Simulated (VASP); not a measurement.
# SiO2 (Cristobalite): NMR shieldings, part 4 of 6

Aim: NMR shielding tensors and field gradients of SiO2 (Cristobalite). The cell has space group P4_12_12. The start is a cell from a database of measured crystal structures.

VASP 6.6.1, plane waves and PAW; the level of theory is named at each step.

So far. Step 2 (Relaxation): At r2SCAN, with these data sets, the largest force is down to 0.0044 eV/Å. Step 3 (Ground state): The cell has a gap of 5.48 eV on this mesh.

The database entry behind the starting cell lists a temperature of 340 K, so it need not match the best structure at ambient conditions.

## 4. Shielding tensors (continued)

Level of this step: chemical shifts by linear response (GIPAW), LDA; plane waves and PAW (Si, O) (VASP).

Parts of OUTCAR (step 4):

```text
 Found     18 irreducible k-points:

   NELECT =      64.0000    total number of electrons

  Total       -1.2791367     -1.2791367     -1.4834036      0.0000000      0.0000000     -0.0000000
  in kB      -11.8583348    -11.8583348    -13.7520064      0.0000000      0.0000000     -0.0000000
  external PRESSURE =     -12.4895586 kB  Pullay stress =       0.0000000 kB

 POSITION                                       TOTAL-FORCE (eV/Angst)
 -----------------------------------------------------------------------------------
      3.99378      0.98822      5.22225        -0.010581      0.010581     -0.000000
      3.47922      3.47922      3.48150         0.010581      0.010581     -0.000000
      0.98822      3.99378      1.74075         0.010581     -0.010581     -0.000000
      1.50278      1.50278      0.00000        -0.010581     -0.010581     -0.000000
      0.53499      1.18948      5.71052        -0.047860      0.003529      0.048867
      1.30152      3.02599      0.48827        -0.003529     -0.047860      0.048867
      4.44701      3.79252      2.22902         0.047860     -0.003529      0.048867
      3.68048      1.95601      3.96977         0.003529      0.047860      0.048867
      3.02599      1.30152      6.47473        -0.047860     -0.003529     -0.048867
      3.79252      4.44701      4.73398        -0.003529      0.047860     -0.048867
      1.95601      3.68048      2.99323         0.047860      0.003529     -0.048867
      1.18948      0.53499      1.25248         0.003529     -0.047860     -0.048867
 -----------------------------------------------------------------------------------
    total drift:                                0.000000     -0.000000      0.000000

 Electric field gradients after diagonalization (V/A^2)
 (convention: |V_zz| > |V_xx| > |V_yy|)
----------------------------------------------------------------------
 ion       V_xx      V_yy      V_zz     asymmetry (V_yy - V_xx)/ V_zz
----------------------------------------------------------------------
   1       3.905     0.530    -4.435       0.761
   2       3.905     0.530    -4.435       0.761
   3       3.905     0.530    -4.435       0.761
   4       3.905     0.530    -4.435       0.761
   5     -49.281   -36.793    86.074       0.145
   6     -49.281   -36.793    86.074       0.145
   7     -49.281   -36.793    86.074       0.145
   8     -49.281   -36.793    86.074       0.145
   9     -49.281   -36.793    86.074       0.145
  10     -49.281   -36.793    86.074       0.145
  11     -49.281   -36.793    86.074       0.145
  12     -49.281   -36.793    86.074       0.145
----------------------------------------------------------------------

  ORBITAL MAGNETIC SUSCEPTIBILITY, excluding core contribution
 -------------------------------------------------------------
  Approximate magnetic susceptibility, pGv (10^-6 cm^3/mole)
     1        -84.451577          0.000000         -0.000000
     2          0.000000        -84.451577          0.000000
     3          0.000000         -0.000000        -84.570000
 -------------------------------------------------------------
  Approximate magnetic susceptibility, vGv (10^-6 cm^3/mole)
     1        -79.465131          0.000000         -0.000000
     2          0.000000        -79.465131          0.000000
     3          0.000000          0.000000        -79.407394

  CSA tensor (J. Mason, Solid State Nucl. Magn. Reson. 2, 285 (1993))
  for chemical shielding  (including the isotropic core contribution)

  BDIR labels direction of applied magnetic field (i.e. B0)
  For BDIR==1, B0 along x-axis, etc.
  Induced field listed along cartesian directions for each BDIR
 ------------------------------------------------------------------------------------------
                 EXCLUDING G=0 CONTRIBUTION              INCLUDING G=0 CONTRIBUTION
 ------------------------------------------------------------------------------------------
  ion  BDIR            X           Y           Z                X           Y           Z
          (   iso_shield        span        skew ) (   iso_shield        span        skew )
 ------------------------------------------------------------------------------------------
    1     1     419.0257      1.6129     -9.0136         426.6451      1.6129     -9.0136
          2       1.6129    419.0257     -9.0136           1.6129    426.6451     -9.0136
          3      11.6085     11.6085    409.8213          11.6085     11.6085    417.4502
          (     415.9576     11.4228     -0.3822 ) (     423.5801     11.4138     -0.3817 )

    2     1     419.0257     -1.6129     -9.0136         426.6451     -1.6129     -9.0136
          2      -1.6129    419.0257      9.0136          -1.6129    426.6451      9.0136
          3      11.6085    -11.6085    409.8213          11.6085    -11.6085    417.4502
          (     415.9576     11.4228     -0.3822 ) (     423.5801     11.4138     -0.3817 )

    3     1     419.0257      1.6129      9.0136         426.6451      1.6129      9.0136
          2       1.6129    419.0257      9.0136           1.6129    426.6451      9.0136
          3     -11.6085    -11.6085    409.8213         -11.6085    -11.6085    417.4502
          (     415.9576     11.4228     -0.3822 ) (     423.5801     11.4138     -0.3817 )

    4     1     419.0257     -1.6129      9.0136         426.6451     -1.6129      9.0136
          2      -1.6129    419.0257     -9.0136          -1.6129    426.6451     -9.0136
          3     -11.6085     11.6085    409.8213         -11.6085     11.6085    417.4502
          (     415.9576     11.4228     -0.3822 ) (     423.5801     11.4138     -0.3817 )

    5     1     229.6348     11.5748     39.4015         237.2541     11.5748     39.4015
          2      10.5086    168.3286      7.7202          10.5086    175.9480      7.7202
          3      39.2573      8.0845    197.3418          39.2573      8.0845    204.9707
          (     198.4351     91.8157      0.8961 ) (     206.0576     91.8184      0.8960 )

    6     1     168.3286    -10.5086     -7.7202         175.9480    -10.5086     -7.7202
          2     -11.5748    229.6348     39.4015         -11.5748    237.2541     39.4015
          3      -8.0845     39.2573    197.3418          -8.0845     39.2573    204.9707
          (     198.4351     91.8157      0.8961 ) (     206.0576     91.8184      0.8960 )

    7     1     229.6348     11.5748    -39.4015         237.2541     11.5748    -39.4015
          2      10.5086    168.3286     -7.7202          10.5086    175.9480     -7.7202
          3     -39.2573     -8.0845    197.3418         -39.2573     -8.0845    204.9707
          (     198.4351     91.8157      0.8961 ) (     206.0576     91.8184      0.8960 )

    8     1     168.3286    -10.5086      7.7202         175.9480    -10.5086      7.7202
          2     -11.5748    229.6348    -39.4015         -11.5748    237.2541    -39.4015
          3       8.0845    -39.2573    197.3418           8.0845    -39.2573    204.9707
          (     198.4351     91.8157      0.8961 ) (     206.0576     91.8184      0.8960 )

    9     1     229.6348    -11.5748    -39.4015         237.2541    -11.5748    -39.4015
          2     -10.5086    168.3286      7.7202         -10.5086    175.9480      7.7202
          3     -39.2573      8.0845    197.3418         -39.2573      8.0845    204.9707
          (     198.4351     91.8157      0.8961 ) (     206.0576     91.8184      0.8960 )

   10     1     168.3286     10.5086      7.7202         175.9480     10.5086      7.7202
          2      11.5748    229.6348     39.4015          11.5748    237.2541     39.4015
          3       8.0845     39.2573    197.3418           8.0845     39.2573    204.9707
          (     198.4351     91.8157      0.8961 ) (     206.0576     91.8184      0.8960 )

   11     1     229.6348    -11.5748     39.4015         237.2541    -11.5748     39.4015
          2     -10.5086    168.3286     -7.7202         -10.5086    175.9480     -7.7202
          3      39.2573     -8.0845    197.3418          39.2573     -8.0845    204.9707
          (     198.4351     91.8157      0.8961 ) (     206.0576     91.8184      0.8960 )

   12     1     168.3286     10.5086     -7.7202         175.9480     10.5086     -7.7202
          2      11.5748    229.6348    -39.4015          11.5748    237.2541    -39.4015
          3      -8.0845    -39.2573    197.3418          -8.0845    -39.2573    204.9707
          (     198.4351     91.8157      0.8961 ) (     206.0576     91.8184      0.8960 )
 ------------------------------------------------------------------------------------------

[... 8 parts as in an earlier step ...]

[... 2 further parts left out ...]
```

A gap read on the k-mesh alone can miss the band edges.

Numbers from this step:

| Quantity | Value |
| --- | --- |
| free energy (TOTEN) | -103.7533 eV |
| Fermi energy | -0.1039 eV |
| pressure | -1.249 GPa |
| gap on the k-mesh | 5.478 eV |
| least direct gap on the k-mesh | 5.478 eV |

Valence and core; the G = 0 term is that of a spherical sample. NMR shielding, by row:

| atom | isotropic shielding (ppm) | span (ppm) | skew | isotropic shielding without the G = 0 term (ppm) |
| --- | --- | --- | --- | --- |
| Si1 | 423.6 | 11.41 | -0.3817 | 416 |
| Si2 | 423.6 | 11.41 | -0.3817 | 416 |
| Si3 | 423.6 | 11.41 | -0.3817 | 416 |
| Si4 | 423.6 | 11.41 | -0.3817 | 416 |
| O5 | 206.1 | 91.82 | 0.896 | 198.4 |
| O6 | 206.1 | 91.82 | 0.896 | 198.4 |
| O7 | 206.1 | 91.82 | 0.896 | 198.4 |
| O8 | 206.1 | 91.82 | 0.896 | 198.4 |
| O9 | 206.1 | 91.82 | 0.896 | 198.4 |
| O10 | 206.1 | 91.82 | 0.896 | 198.4 |
| O11 | 206.1 | 91.82 | 0.896 | 198.4 |
| O12 | 206.1 | 91.82 | 0.896 | 198.4 |

Ordered as |Vzz| ≥ |Vxx| ≥ |Vyy|, the program's way. Electric field gradients, by row:

| atom | Vxx (V/Å²) | Vyy (V/Å²) | Vzz (V/Å²) | asymmetry |
| --- | --- | --- | --- | --- |
| Si1 | 3.905 | 0.53 | -4.435 | 0.761 |
| Si2 | 3.905 | 0.53 | -4.435 | 0.761 |
| Si3 | 3.905 | 0.53 | -4.435 | 0.761 |
| Si4 | 3.905 | 0.53 | -4.435 | 0.761 |
| O5 | -49.28 | -36.79 | 86.07 | 0.145 |
| O6 | -49.28 | -36.79 | 86.07 | 0.145 |
| O7 | -49.28 | -36.79 | 86.07 | 0.145 |
| O8 | -49.28 | -36.79 | 86.07 | 0.145 |
| O9 | -49.28 | -36.79 | 86.07 | 0.145 |
| O10 | -49.28 | -36.79 | 86.07 | 0.145 |
| O11 | -49.28 | -36.79 | 86.07 | 0.145 |
| O12 | -49.28 | -36.79 | 86.07 | 0.145 |

[end of part 4 of 6]

[Lines on the potential files, build, host, timing and source positions are cut from VASP's logs without a mark.]

[Logs are printed without paths, hosts, clocks, repeated set-up lines and the standing remarks that a program may print on its own settings, such as how far it seeks lower states.]

[Hosts, paths, dates, database ids (printed as entryN), source tags and the programs' standing remarks are cut or masked in the printed files.]
